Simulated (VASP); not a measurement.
The system is Fe.

```
Fe
1.0
    -1.39500    1.39500    1.39500
     1.39500   -1.39500    1.39500
     1.39500    1.39500   -1.39500
Fe
1
Direct
  0.00000 0.00000 0.00000
```

The cell was built by a generator and needn't be a form met in nature.

- Program: VASP 6.6.1
- Task: relaxation of cell and atoms
- Functional: PBE
- Potentials or basis: VASP PAW PBE potentials, release 64 (Fe)
- Cutoff: 600 eV
- k mesh: 20 × 20 × 20
- Occupations: methfessel-paxton, width 0.1 eV
- Spin: collinear spin, ferromagnetic start
- Starting moments: [2.5] μB

At the start: pressure 8.6 GPa; volume 10.86 Å³/atom.

How do energy, volume and symmetry change on relaxing?

Over 7 steps the energy falls by 12.2 meV/atom and the volume is 11.36 Å³/atom (+4.6 %); space group Im-3m (No. 229, to 0.05 Å); moment 2.21 μB per cell.

The path:
```csv
step,energy change (eV),largest force (eV/Å),pressure (GPa),volume (Å³)
1,0.0000,0.0000,8.65,10.86
2,-0.0026,0.0000,-6.78,11.81
3,-0.0122,0.0000,0.21,11.35
4,-0.0122,0.0000,0.08,11.36
5,-0.0122,0.0000,-0.19,11.37
6,-0.0122,0.0000,0.19,11.35
7,-0.0122,0.0000,0.04,11.36
```

Final structure:
```cif
data_structure
_symmetry_space_group_name_H-M 'P 1'
_symmetry_Int_Tables_number 1
_cell_length_a 2.4531
_cell_length_b 2.4531
_cell_length_c 2.4531
_cell_angle_alpha 109.471
_cell_angle_beta 109.471
_cell_angle_gamma 109.471
_cell_volume 11.36
loop_
_atom_site_label
_atom_site_type_symbol
_atom_site_fract_x
_atom_site_fract_y
_atom_site_fract_z
_atom_site_occupancy
Fe1 Fe 0.00000 0.00000 0.00000 1
```
